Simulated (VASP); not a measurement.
# Ba2Tl5V3O12 (P1) in VASP: reference runs

How does Ba2Tl5V3O12 come out in PBE? The cell is run as given and disturbed.

All numbers are computed with VASP 6.6.1; they aren't measurements. Logs are shortened: lines on timing, memory, paths and dates and some standing lists are left out, and cuts for length are marked.

## Step 1: Starting point

The typed cell holds 22 atoms: a = 6.653 Å, b = 8.840 Å, c = 9.892 Å, α = 71.07°, β = 73.99°, γ = 70.69°.

The cell was built by a generator and needn't be a form met in nature.

## Step 2: Single point, PBE, collinear spin, ferromagnetic start

File INCAR:

```
SYSTEM = Ba2Tl5V3O12
PREC = Accurate
ENCUT = 520
EDIFF = 1E-7
ISMEAR = -1
SIGMA = 0.05
LREAL = .False.
LASPH = .True.
NELM = 100
ALGO = Normal
ISIF = 2
LWAVE = .False.
LCHARG = .False.
ISPIN = 2
MAGMOM = 0 0 2 2 2 0 0 0 0 0 0 0 0 0 0 0 0 0 0 0 0 0
LORBIT = 11
LMAXMIX = 4
GGA = PE
NBANDS = 119
KPAR = 4
```

File KPOINTS:

```
Automatic mesh
0
Gamma
  5 4 3
  0 0 0
```

File POSCAR:

```
Ba2Tl5V3O12
1.0
    6.6527200000      0.0494600000      0.0201700000
    2.8607000000      8.3646400000      0.0038400000
    2.6827900000      2.4693600000      9.1956900000
Ba V Tl O
2 3 5 12
Direct
    0.8041900000      0.0466500000      0.0226400000
    0.2120500000      0.9515700000      0.3401200000
    0.7454000000      0.7079600000      0.3358200000
    0.2596300000      0.2659900000      0.0322500000
    0.0407400000      0.0769500000      0.6610600000
    0.2563600000      0.3984700000      0.3500300000
    0.5896600000      0.3486600000      0.6055300000
    0.5732700000      0.8806900000      0.6684200000
    0.7455200000      0.4966400000      0.1164800000
    0.1189100000      0.6420600000      0.7430300000
    0.2843300000      0.0971700000      0.5417500000
    0.8535000000      0.4957500000      0.3438600000
    0.4025500000      0.2044800000      0.1728200000
    0.8841400000      0.0537700000      0.5596700000
    0.1401700000      0.4795600000      0.9889900000
    0.5462700000      0.7363100000      0.4871200000
    0.9059400000      0.2427900000      0.7326200000
    0.6154300000      0.8005800000      0.1885700000
    0.0553800000      0.1645100000      0.1016400000
    0.0820900000      0.9040400000      0.8070800000
    0.4417800000      0.2012300000      0.8918700000
    0.9426900000      0.8041700000      0.3086200000
```

Potentials or basis: VASP PAW PBE potentials, release 64 (Ba_sv, V_sv, Tl_d, O).

Command:

```
$ cat potpaw_PBE.64/Ba_sv/POTCAR potpaw_PBE.64/V_sv/POTCAR potpaw_PBE.64/Tl_d/POTCAR potpaw_PBE.64/O/POTCAR > POTCAR
$ mpirun -np 4 vasp_std > vasp.out
```

OUTCAR:

```text
SYSTEM = Ba2Tl5V3O12
   PREC = Accurate
   ENCUT = 520
   EDIFF = 1E-7
   ISMEAR = -1
   LREAL = .False.
   LASPH = .True.
   NELM = 100
   ISIF = 2
   ISPIN = 2
   LORBIT = 11
   GGA = PE

 ion  position               nearest neighbor table
   1  0.804  0.047  0.023-  19 2.62  18 2.71  20 2.75  21 2.78  13 2.83  17 2.86  22 3.11   5 3.45
                             4 3.49   3 3.58   9 4.24   2 4.41   2 4.44
   2  0.212  0.952  0.340-  22 2.67  19 2.72  14 2.77  13 2.77  16 2.81  18 2.82  11 2.91   4 3.41
                             5 3.47   3 3.49  10 4.05   6 4.09   8 4.32   1 4.41   1 4.44
   3  0.745  0.708  0.336-  22 1.71  16 1.73  18 1.73  12 1.76   9 3.29   2 3.49   1 3.58
   4  0.260  0.266  0.032-  21 1.69  19 1.74  13 1.74  15 1.75   9 3.39   2 3.41   1 3.49
   5  0.041  0.077  0.661-  17 1.71  14 1.73  20 1.73  11 1.75   7 3.22   8 3.40   1 3.45   2 3.47

   6  0.256  0.398  0.350-  12 2.54  13 2.62  11 2.70   9 3.62   7 3.64   2 4.09
   7  0.590  0.349  0.606-  17 2.51  21 2.76  14 2.78  12 2.88   5 3.22  10 3.60   6 3.64   8 4.01

   8  0.573  0.881  0.668-  11 2.50  16 2.59  14 2.75   5 3.40  10 3.68   7 4.01  10 4.01   2 4.32

   9  0.746  0.497  0.116-  12 2.54  15 2.56  18 2.80  19 3.00   3 3.29   4 3.39   6 3.62  10 3.93
                             1 4.24
  10  0.119  0.642  0.743-  15 2.41  20 2.51   7 3.60   8 3.68   9 3.93   8 4.01   2 4.05
  11  0.284  0.097  0.542-   5 1.75   8 2.50   6 2.70   2 2.91
  12  0.853  0.496  0.344-   3 1.76   9 2.54   6 2.54   7 2.88
  13  0.403  0.204  0.173-   4 1.74   6 2.62   2 2.77   1 2.83
  14  0.884  0.054  0.560-   5 1.73   8 2.75   2 2.77   7 2.78
  15  0.140  0.480  0.989-   4 1.75  10 2.41   9 2.56
  16  0.546  0.736  0.487-   3 1.73   8 2.59   2 2.81
  17  0.906  0.243  0.733-   5 1.71   7 2.51   1 2.86
  18  0.615  0.801  0.189-   3 1.73   1 2.71   9 2.80   2 2.82
  19  0.055  0.165  0.102-   4 1.74   1 2.62   2 2.72   9 3.00
  20  0.082  0.904  0.807-   5 1.73  10 2.51   1 2.75
  21  0.442  0.201  0.892-   4 1.69   7 2.76   1 2.78
  22  0.943  0.804  0.309-   3 1.71   2 2.67   1 3.11

  LATTYP: Found a triclinic cell.
 ALAT       =    12.7005045328
 B/A-ratio  =     1.4776574529
 C/A-ratio  =     1.6991449892
 COS(alpha) =     0.0023029438
 COS(beta)  =     0.4815003296
 COS(gamma) =     0.8719248414

  Lattice vectors:

 A1 = (   9.5134200000,   8.4141000000,   0.0240100000)
 A2 = (  12.1962100000,  10.8834600000,   9.2197000000)
 A3 = (  10.8005600000,   3.5248400000, -18.3472000000)

Analysis of symmetry for initial positions (statically):
=====================================================================
 Subroutine PRICEL returns:
 Original cell was already a primitive cell.

 Routine SETGRP: Setting up the symmetry group for a
 triclinic supercell.

 Subroutine GETGRP returns: Found  1 space group operations
 (whereof  1 operations were pure point group operations)
 out of a pool of  2 trial point group operations.

The static configuration has the point symmetry C_1 .

Analysis of symmetry for dynamics (positions and initial velocities):
=====================================================================
 Subroutine PRICEL returns:
 Original cell was already a primitive cell.

 Routine SETGRP: Setting up the symmetry group for a
 triclinic supercell.

 Subroutine GETGRP returns: Found  1 space group operations
 (whereof  1 operations were pure point group operations)
 out of a pool of  2 trial point group operations.

The dynamic configuration has the point symmetry C_1 .

Analysis of structural, dynamic, and magnetic symmetry:
=====================================================================
 Subroutine PRICEL returns:
 Original cell was already a primitive cell.

 Routine SETGRP: Setting up the symmetry group for a
 triclinic supercell.

 Subroutine GETGRP returns: Found  1 space group operations
 (whereof  1 operations were pure point group operations)
 out of a pool of  2 trial point group operations.

The overall configuration has the point symmetry C_1 .

 Subroutine INISYM returns: Found  1 space group operations
 (whereof  1 operations are pure point group operations),
 and found     1 'primitive' translations

----------------------------------------------------------------------------------------

                                     Primitive cell

  volume of cell :     510.0443

[... 73 lines left out ...]
     0.032437167  0.031006335  0.036275528

  Shift w.r.t. Gamma in fractional coordinates (k-lattice)
     0.000000000  0.000000000  0.000000000

 Subroutine IBZKPT returns following result:
 ===========================================

 Found     31 irreducible k-points:

 Following reciprocal coordinates:
            Coordinates               Weight
  0.000000  0.000000  0.000000      1.000000
  0.200000 -0.000000  0.000000      2.000000
  0.400000 -0.000000  0.000000      2.000000
  0.000000  0.250000  0.000000      2.000000
  0.200000  0.250000  0.000000      2.000000
  0.400000  0.250000  0.000000      2.000000
[... 16 lines left out ...]
  0.200000  0.500000  0.333333      2.000000
  0.400000  0.500000  0.333333      2.000000
 [... further k-points ...]
   k-points           NKPTS =     31   k-points in BZ     NKDIM =     31   number of bands    NBANDS=    119
   number of dos      NEDOS =    301   number of ions     NIONS =     22
   total plane-waves  NPLWV = 280000
   dimension x,y,z NGX =    50 NGY =   70 NGZ =   80
   dimension x,y,z NGXF=   100 NGYF=  140 NGZF=  160
   ions per type =               2   3   5  12
   NGX,Y,Z   is equivalent  to a cutoff of  12.49, 13.16, 13.44 a.u.
   NGXF,Y,Z  is equivalent  to a cutoff of  24.99, 26.33, 26.89 a.u.
 SYSTEM =  Ba2Tl5V3O12
   PREC   = accura    normal or accurate (medium, high low for compatibility)
   ISTART =      0    job   : 0-new  1-cont  2-samecut
   ICHARG =      2    charge: 1-file 2-atom 10-const
   ISPIN  =      2    spin polarized calculation?
   LNONCOLLINEAR =      F non collinear calculations
   LSORBIT =      F    spin-orbit coupling
   LASPH  =      T    aspherical Exc in radial PAW
   ENCUT  =  520.0 eV  38.22 Ry    6.18 a.u.  12.37 16.44 18.39*2*pi/ulx,y,z
   NELM   =    100;   NELMIN=  2; NELMDL= -5     # of ELM steps
   EDIFF  = 0.1E-06   stopping-criterion for ELM
   LREAL  =      F    real-space projection
   EDIFFG = 0.1E-05   stopping-criterion for IOM
   NSW    =      0    number of steps for IOM
   IBRION =     -1    ionic relax: 0-MD 1-quasi-New 2-CG
   NFREE  =      0    steps in history (QN), initial steepest desc. (CG)
   ISIF   =      2    stress and relaxation
   ISYM   =      2    0-nonsym 1-usesym 2-fastsym
   POTIM  = 0.5000    time-step for ionic-motion
   TEBEG  =    0.0;   TEEND  =   0.0 temperature during run
   PSTRESS=    0.0 pullay stress
   NELECT =     196.0000    total number of electrons
   NUPDOWN=      -1.0000    fix difference up-down
   EMIN   =  10.00;   EMAX   =-10.00  energy-range for DOS
   EFERMI =   0.00;   METHOD = LEGACY
   ISMEAR =    -1;   SIGMA  =   0.05  broadening in eV -4-tet -1-fermi 0-gaus
   EFERMI_NEDOS =   21; number of points for ismear=-14 and -15
   IALGO  =     38    algorithm
   IMIX   =      4    mixing-type and parameters
     AMIX     =   0.40;   BMIX     =  1.00
     AMIX_MAG =   1.60;   BMIX_MAG =  1.00
  volume/ion in A,a.u.               =      23.18       156.45
  Fermi-wavevector in a.u.,A,eV,Ry     =   1.190212  2.249174 19.274066  1.416604
  Thomas-Fermi vector in A             =   2.326302
   LORBIT       =     11    0 simple, 1 ext, 2 COOP (PROOUT), +10 PAW based schemes
   GGA     = PE    functional components
   LHFCALC =     F    Hartree Fock is set to
   AEXX    =    0.0000 exact exchange contribution
   IVDW    =     0    specifies the selected vdW correction
   LEPSILON=     F    determine dielectric tensor
   LRPA    =     F    only Hartree local field effects (RPA)
 spin polarized calculation
  energy-cutoff  :      520.00
  volume of cell :      510.04
 maximum number of plane-waves:     13769
 NGX is ok and might be reduce to    50
   NGX = 25   NGY = 33   NGZ = 37

 number of electron     196.0000017 magnetization      -0.0011173

 number of electron     196.0000017 magnetization       0.0001147

 Free energy of the ion-electron system (eV)
  ---------------------------------------------------
  ext. energy  EPLUGINS =         0.00000000
  ---------------------------------------------------
  free energy    TOTEN  =      -146.55209640 eV

  energy without entropy =     -146.55209640  energy(sigma->0) =     -146.55209640

 E-fermi :   1.8937     XC(G=0):  -8.2191

 val. band max:        0.6481121840   @ k =   0.0000   0.0000   0.0000
 cond. band min:       3.5434981499   @ k =  -0.2000  -0.0000   0.3333
 fundamental gap:      2.8953859660
 Fermi energy:         1.8937493427

 spin component 1

 k-point     1 :       0.0000    0.0000    0.0000
  band No.  band energies     occupation
      1     -62.9717      1.00000
      2     -62.9704      1.00000
      3     -62.9538      1.00000
      4     -36.9698      1.00000
      5     -36.9509      1.00000
      6     -36.9481      1.00000
[... 2701 lines left out ...]
    109       5.0790      0.00000
    110       5.1859      0.00000

 [... further k-points ...]

 spin component 2

 k-point     1 :       0.0000    0.0000    0.0000
  band No.  band energies     occupation
      1     -62.9717      1.00000
      2     -62.9704      1.00000
      3     -62.9538      1.00000
      4     -36.9698      1.00000
      5     -36.9509      1.00000
      6     -36.9481      1.00000
[... 2701 lines left out ...]
    109       5.0790      0.00000
    110       5.1859      0.00000

 [... further k-points ...]

 [bands above 110 left out]

------------------------ aborting loop because EDIFF is reached ----------------------------------------

  FORCE on cell =-STRESS in cart. coord.  units (eV):
  Direction    XX          YY          ZZ          XY          YZ          ZX
  --------------------------------------------------------------------------------------
  -------------------------------------------------------------------------------------
  Total        1.7074117      1.4514633      1.6648213     -0.0204072      0.0127710     -0.0381160
  in kB        5.3634091      4.5594107      5.2296216     -0.0641041      0.0401169     -0.1197319
  external PRESSURE =       5.0508138 kB  Pullay stress =       0.0000000 kB

 VOLUME and BASIS-vectors are now :
 -----------------------------------------------------------------------------
  energy-cutoff  :      520.00
  volume of cell :      510.04
      direct lattice vectors                 reciprocal lattice vectors
     6.652720000  0.049460000  0.020170000     0.150789155 -0.051555927 -0.030147329
     2.860700000  8.364640000  0.003840000    -0.000794072  0.119837110 -0.031948732
     2.682790000  2.469360000  9.195690000    -0.000330412  0.000063041  0.108826065

 POSITION                                       TOTAL-FORCE (eV/Angst)
 -----------------------------------------------------------------------------------
      5.54424      0.48589      0.22459         0.010542     -0.016841      0.012613
      5.04534      8.80991      3.13557        -0.000967     -0.024910      0.038616
      7.88513      6.78796      3.10585         0.011787     -0.039996      0.016529
      2.57468      2.31739      0.30282        -0.048969      0.051185      0.027728
      2.26465      2.27807      6.08002         0.029803     -0.012770     -0.019860
      3.78445      4.21009      3.22547         0.007431      0.003553     -0.000407
      6.54476      4.44085      5.58150        -0.008870      0.004221     -0.005814
      8.12643      9.04558      6.16153         0.003520     -0.002979     -0.000193
      6.69297      4.47872      1.08806        -0.007860      0.002830      0.000354
      4.62121      7.21129      6.83754        -0.001818     -0.004582     -0.005190
      3.62294      2.16463      4.98787         0.112582      0.012261     -0.060768
      8.01879      5.03810      3.18115         0.010156     -0.131667      0.009774
      3.72665      2.15707      1.59810         0.099483      0.051126      0.089599
      7.53723      1.87552      5.16459        -0.144636     -0.009136     -0.031985
      4.95764      6.46045      9.09911        -0
```

It took 43 min on 4 MPI ranks of Intel Xeon Platinum 8375C at 2.90GHz (Ice Lake), shared host; peak memory 2.6 GiB.

Results:

```yaml
Free_energy: -146.5521 eV
Pressure: 0.5 GPa
Largest_force: 0.192 eV/Å
Band_gap_on_the_k_mesh: 2.90 eV, indirect (least direct gap 3.01 eV)
Net_moment: 0.00 μB per cell
Valence_electrons_inside_the_program's_atomic_spheres: Ba 7.88, 7.89; V 12.13, 12.14, 12.16; Tl 11.11, 11.12, 11.13; O 4.98, 4.97, 4.99, 5.00
```

Forces in eV/Å, atoms in the order of the input:
```
Ba   0.011 -0.017  0.013
Ba  -0.001 -0.025  0.039
V    0.012 -0.040  0.017
V   -0.049  0.051  0.028
V    0.030 -0.013 -0.020
Tl   0.007  0.004  0.000
Tl  -0.009  0.004 -0.006
Tl   0.004 -0.003  0.000
Tl  -0.008  0.003  0.000
Tl  -0.002 -0.005 -0.005
O    0.113  0.012 -0.061
O    0.010 -0.132  0.010
O    0.099  0.051  0.090
O   -0.145 -0.009 -0.032
O   -0.017  0.120 -0.029
O   -0.032  0.025  0.147
O   -0.014  0.167  0.029
O   -0.094 -0.039 -0.105
O   -0.056  0.027  0.006
O    0.033 -0.127  0.070
O    0.030 -0.081 -0.172
O    0.079  0.025 -0.018
```

Caveat: spin-orbit coupling is left out, which as a rule narrows the gap of such compounds by several tenths of an eV; an odd mesh through Γ misses points on the zone boundary, where band edges often lie.

## Step 3: Single point, PBE, collinear spin, ferromagnetic start (atoms moved at random, drawn with an rms of 0.05 Å)

INCAR is that of step 2.

KPOINTS is that of step 2.

File POSCAR:

```
Ba2Tl5V3O12
1.0
    6.6527200000      0.0494600000      0.0201700000
    2.8607000000      8.3646400000      0.0038400000
    2.6827900000      2.4693600000      9.1956900000
Ba V Tl O
2 3 5 12
Direct
    0.8056440000      0.0506110000      0.0245250000
    0.2180910000      0.9502280000      0.3398450000
    0.7395750000      0.7034450000      0.3337940000
    0.2495610000      0.2693480000      0.0373950000
    0.0377340000      0.0787010000      0.6643890000
    0.2563750000      0.3937110000      0.3545760000
    0.5891320000      0.3566930000      0.6039030000
    0.5806950000      0.8807250000      0.6692910000
    0.7511260000      0.4994110000      0.1174130000
    0.1216270000      0.6431200000      0.7408130000
    0.2790130000      0.0959000000      0.5403140000
    0.8524630000      0.5005770000      0.3464070000
    0.3923370000      0.2005380000      0.1744260000
    0.8816780000      0.0498590000      0.5651400000
    0.1410620000      0.4751910000      0.9941960000
    0.5523830000      0.7368620000      0.4879320000
    0.8988080000      0.2381230000      0.7358570000
    0.6129190000      0.7998670000      0.1900830000
    0.0498920000      0.1702870000      0.1032540000
    0.0799470000      0.9056820000      0.8077610000
    0.4385600000      0.2008060000      0.8916640000
    0.9389640000      0.8023020000      0.3128200000
```

Potentials or basis: VASP PAW PBE potentials, release 64 (Ba_sv, V_sv, Tl_d, O).

Command:

```
$ cat potpaw_PBE.64/Ba_sv/POTCAR potpaw_PBE.64/V_sv/POTCAR potpaw_PBE.64/Tl_d/POTCAR potpaw_PBE.64/O/POTCAR > POTCAR
$ mpirun -np 4 vasp_std > vasp.out
```

It took 48 min on 4 MPI ranks of Intel Xeon Platinum 8375C at 2.90GHz (Ice Lake), shared host; peak memory 2.6 GiB.

The run converged. Its results:

| Item | Value |
| --- | --- |
| Free energy | -146.0290 eV |
| Pressure | 2.0 GPa |
| Largest force | 4.028 eV/Å |
| Band gap on the k mesh | 2.82 eV, indirect (least direct gap 2.92 eV) |
| Net moment | 0.00 μB per cell |
| Valence electrons inside the program's atomic spheres | Ba 7.87, 7.89; V 12.26, 12.23; Tl 11.11, 11.12, 11.10, 11.14; O 4.98, 5.01, 4.97, 5.03, 4.99, 4.95 |

Forces in eV/Å, atoms in the order of the input:
```
Ba  -0.361 -0.123  0.025
Ba  -0.353 -0.021  0.234
V    2.484  2.977  1.092
V    1.409 -2.590 -2.222
V   -0.227 -1.648 -0.995
Tl   0.099 -0.012 -0.003
Tl  -0.122 -0.142  0.232
Tl  -0.094  0.072 -0.084
Tl  -0.332 -0.071 -0.120
Tl   0.055  0.075  0.099
O    0.407  0.196 -0.051
O    0.008 -2.555  0.030
O    1.043  0.205  1.047
O   -0.132  0.085 -0.107
O   -0.289  2.218 -0.494
O   -0.635 -0.086  0.373
O    0.028  1.680  0.531
O   -0.920  0.096 -1.204
O   -1.164 -0.335  0.500
O    0.142 -0.390  0.492
O   -0.451  0.752  0.844
O   -0.593 -0.385 -0.219
```

Stress tensor (GPa, compression positive):
```
 1.44 -0.28  0.44
-0.28  3.22 -0.57
 0.44 -0.57  1.29
```

Levels at points of the mesh, in eV from the valence-band top:
Spin up:
```csv
k point,band 94,band 95,band 96,band 97,band 98,band 99,band 100,band 101,band 102,band 103
"(0.00, 0.00, 0.00)",-0.65,-0.55,-0.37,-0.22,0.00,3.07,3.42,3.52,3.71,3.76
"(0.00, 0.50, 0.00)",-0.62,-0.51,-0.41,-0.23,-0.02,2.93,3.34,3.51,3.62,3.68
```
Spin down:
```csv
k point,band 94,band 95,band 96,band 97,band 98,band 99,band 100,band 101,band 102,band 103
"(0.00, 0.00, 0.00)",-0.65,-0.55,-0.37,-0.22,0.00,3.07,3.42,3.52,3.71,3.76
"(0.00, 0.50, 0.00)",-0.62,-0.51,-0.41,-0.23,-0.02,2.93,3.34,3.51,3.62,3.68
```

Caveat: spin-orbit coupling is left out, which as a rule narrows the gap of such compounds by several tenths of an eV; an odd mesh through Γ misses points on the zone boundary, where band edges often lie.
